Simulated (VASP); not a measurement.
Consider the following.

```yaml
crystal:
  lattice:
    - [0.00000, 3.30481, 3.30481]
    - [3.30481, 0.00000, 3.30481]
    - [3.30481, 3.30481, 0.00000]
  atoms:
    - { symbol: Mg, position: [0.25000, 0.25000, 0.25000] }
    - { symbol: Mg, position: [0.75000, 0.75000, 0.75000] }
    - { symbol: Ge, position: [0.00000, 0.00000, 0.00000] }
```

All values below come from vdW-DF2, VASP's PBE PAW potentials (set 64) (plane waves; VASP 6.6.1). Numerical set-up: 520 eV cut-off, 6×6×6 Γ-centred mesh, Gaussian smearing of 0.050 eV, potentials Mg Ge_d.

Q: Estimate the energy per atom (σ→0), pressure, band gap (on the k-mesh) with the smallest direct gap where there is one.

A: 
```yaml
band gap (on the k-mesh): 0.21 eV
smallest direct gap (on the k-mesh): 0.41 eV
energy per atom (σ→0): -0.365 eV/atom
pressure: -2.19 GPa
```

Total energies compare only between runs with the same potentials, cut-off and functional.

The compound is Mg2Ge in the antifluorite structure. This cell is one point of a volume scan, at 1.06 of the reference volume.
